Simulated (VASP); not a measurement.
Calculation: r2SCAN meta-GGA, VASP's PBE PAW potentials (set 64) (plane waves; VASP 6.6.1).

The input files of a VASP run:

INCAR:
```
! general
SYSTEM  = C
PREC    = Accurate
ENCUT   = 520   ! plane-wave cut-off (eV)
LREAL   = .False.   ! projection in real space or not
LASPH   = .True.

! electronic loop
EDIFF   = 1E-6
NELM    = 100   ! most electronic steps
ALGO    = Normal
LMIXTAU = .True.

! smearing
ISMEAR  = 0   ! Gaussian
SIGMA   = 0.05   ! width (eV)

! functional
METAGGA = R2SCAN

! ions
IBRION  = 2   ! conjugate gradients
NSW     = 60
ISIF    = 3
EDIFFG  = -0.01   ! ionic stop

! output
LWAVE   = .False.
LCHARG  = .False.
```

### POSCAR
```
C
1
   -1.2220460000     1.2220460000     1.2220460000
    1.2220460000    -1.2220460000     1.2220460000
    1.2220460000     1.2220460000    -1.2220460000
C
1
Direct
  0.0000000000   0.0000000000   0.0000000000
```

KPOINTS:
```
kpoints
0
Gamma
 13 13 13
```

POTCAR, in this order: C (PBE.64 set). Program: vasp_std.

Output

File OSZICAR:
```
       N       E                     dE             d eps       ncg     rms          rms(c)
DAV:   1    -0.345577775162E+01   -0.34558E+01   -0.25318E+03  1098   0.670E+02
DAV:   2    -0.644044515744E+01   -0.29847E+01   -0.25434E+01  1362   0.446E+01
DAV:   3    -0.645794608164E+01   -0.17501E-01   -0.17497E-01  1134   0.407E+00
DAV:   4    -0.645795920197E+01   -0.13120E-04   -0.13121E-04  1398   0.109E-01
DAV:   5    -0.645795921238E+01   -0.10415E-07   -0.95438E-08  1152   0.174E-03    0.865E-01
DAV:   6    -0.508189645755E+01    0.13761E+01   -0.28027E-01  1020   0.451E+00    0.733E-01
DAV:   7    -0.527801886196E+01   -0.19612E+00   -0.16670E-01  1008   0.374E+00    0.333E-01
DAV:   8    -0.532071812283E+01   -0.42699E-01   -0.54313E-02  1038   0.223E+00    0.514E-02
DAV:   9    -0.532211874754E+01   -0.14006E-02   -0.19462E-03  1212   0.416E-01    0.339E-02
DAV:  10    -0.532211198337E+01    0.67642E-05   -0.19427E-04  1134   0.178E-01    0.205E-02
DAV:  11    -0.532226160717E+01   -0.14962E-03   -0.59551E-05  1032   0.101E-01    0.464E-03
DAV:  12    -0.532227956084E+01   -0.17954E-04   -0.68405E-06  1110   0.231E-02    0.252E-03
DAV:  13    -0.532227691405E+01    0.26468E-05   -0.17738E-07   534   0.644E-03    0.127E-03
DAV:  14    -0.532227861609E+01   -0.17020E-05   -0.76496E-08   528   0.426E-03    0.149E-04
DAV:  15    -0.532227839109E+01    0.22500E-06   -0.21181E-09   522   0.611E-04
   1 F= -.53222784E+01 E0= -.53217457E+01  d E =-.532228E+01
       N       E                     dE             d eps       ncg     rms          rms(c)
DAV:   1    -0.534894313961E+01   -0.26665E-01   -0.11620E+00  1008   0.926E+00    0.877E-01
DAV:   2    -0.533909765913E+01    0.98455E-02   -0.31221E-02  1044   0.159E+00    0.467E-01
DAV:   3    -0.533113896688E+01    0.79587E-02   -0.21357E-02  1026   0.148E+00    0.110E-01
DAV:   4    -0.534331085803E+01   -0.12172E-01   -0.10273E-02  1008   0.869E-01    0.202E-02
DAV:   5    -0.534331837642E+01   -0.75184E-05   -0.25460E-05  1140   0.688E-02    0.163E-02
DAV:   6    -0.534329415296E+01    0.24223E-04   -0.48406E-06  1056   0.288E-02    0.341E-03
DAV:   7    -0.534331983807E+01   -0.25685E-04   -0.46016E-06  1014   0.231E-02    0.132E-03
DAV:   8    -0.534331683214E+01    0.30059E-05   -0.58031E-08   522   0.265E-03    0.801E-04
DAV:   9    -0.534331751921E+01   -0.68706E-06   -0.13512E-08   504   0.166E-03
   2 F= -.53433175E+01 E0= -.53426991E+01  d E =-.210391E-01
       N       E                     dE             d eps       ncg     rms          rms(c)
DAV:   1    -0.534337748048E+01   -0.60648E-04   -0.24107E-03  1008   0.415E-01    0.403E-02
DAV:   2    -0.534336317524E+01    0.14305E-04   -0.69028E-05  1050   0.744E-02    0.215E-02
DAV:   3    -0.534333885770E+01    0.24318E-04   -0.49950E-05  1026   0.707E-02    0.544E-03
DAV:   4    -0.534337392669E+01   -0.35069E-04   -0.21451E-05  1008   0.386E-02    0.103E-03
DAV:   5    -0.534337348824E+01    0.43846E-06   -0.62848E-08   504   0.346E-03
   3 F= -.53433735E+01 E0= -.53427597E+01  d E =-.210951E-01
```

OUTCAR:
```
------------------------ aborting loop because EDIFF is reached ----------------------------------------
  FORCE on cell =-STRESS in cart. coord.  units (eV):
  Direction    XX          YY          ZZ          XY          YZ          ZX
  --------------------------------------------------------------------------------------
  Total        0.0014685      0.0014685      0.0014685     -0.0000000      0.0000000      0.0000000
  in kB        0.3479222      0.3479222      0.3479222     -0.0000000      0.0000000      0.0000000
  external PRESSURE =       0.3479222 kB  Pullay stress =       0.0000000 kB
  volume of cell :        6.76
      direct lattice vectors                 reciprocal lattice vectors
    -1.191271299  1.191271299  1.191271299     0.000000000  0.419719673  0.419719673
     1.191271299 -1.191271299  1.191271299     0.419719673  0.000000000  0.419719673
     1.191271299  1.191271299 -1.191271299     0.419719673  0.419719673  0.000000000
 POSITION                                       TOTAL-FORCE (eV/Angst)
 -----------------------------------------------------------------------------------
      0.00000      0.00000      0.00000        -0.000000      0.000000     -0.000000
 -----------------------------------------------------------------------------------
    total drift:                               -0.000000     -0.000000      0.000000
  FREE ENERGIE OF THE ION-ELECTRON SYSTEM (eV)
  ---------------------------------------------------
  free  energy   TOTEN  =        -5.3433734882 eV

  energy  without entropy=       -5.3421459131  energy(sigma->0) =       -5.34275970

 reached required accuracy - stopping structural energy minimisation
```
(Selected blocks of OUTCAR.)

CONTCAR:
```
C
   1.00000000000000
    -1.1912712987071219    1.1912712987071219    1.1912712987071219
     1.1912712987071219   -1.1912712987071219    1.1912712987071219
     1.1912712987071219    1.1912712987071219   -1.1912712987071219
  C
     1
Direct
     0.0000000000000000    0.0000000000000000    0.0000000000000000
```

OUTCAR:
```
 val. band max:        8.3717964598   @ k =   0.1538   0.1538   0.1538

 cond. band min:       8.3892469813   @ k =  -0.3846  -0.4615   0.0769


 Fermi energy:         8.3809951436

 k-point     1 :       0.0000    0.0000    0.0000
  band No.  band energies     occupation
      1     -12.2531      2.00000
      2      18.0393      0.00000
      3      18.0393      0.00000
      4      18.0393      0.00000
      5      42.7146      0.00000
      6      42.7146      0.00000

 k-point     2 :       0.0769    0.0000    0.0000
  band No.  band energies     occupation
      1     -11.9754      2.00000
      2      17.3306      0.00000
      3      17.6462      0.00000
      4      17.9634      0.00000
      5      40.8362      0.00000
      6      41.0392      0.00000

 k-point     3 :       0.1538    0.0000    0.0000
  band No.  band energies     occupation
      1     -11.1439      2.00000
      2      15.2784      0.00000
      3      16.6597      0.00000
      4      17.7480      0.00000
      5      37.1365      0.00000
      6      38.3176      0.00000

 k-point     4 :       0.2308    0.0000    0.0000
  band No.  band energies     occupation
      1      -9.7635      2.00000
      2      12.1647      0.00000
      3      15.4592      0.00000
      4      17.4330      0.00000
      5      34.3391      0.00000
      6      35.8985      0.00000

 k-point     5 :       0.3077    0.0000    0.0000
  band No.  band energies     occupation
      1      -7.8442      2.00000
      2       8.4541      0.03868
      3      14.3569      0.00000
      4      17.0880      0.00000
      5      32.5760      0.00000
      6      34.0254      0.00000

 k-point     6 :       0.3846    0.0000    0.0000
  band No.  band energies     occupation
      1      -5.4037      2.00000
      2       4.5950      2.00000
      3      13.5417      0.00000
      4      16.7965      0.00000
      5      31.5800      0.00000
      6      32.7603      0.00000
...
```

Energy and stress use the plane-wave basis of the starting cell.

The structure was generated: C was put into the bcc type (Im-3m), which need not be its known phase. This run relaxes it. Symmetry was kept, so distortions that lower it aren't found.
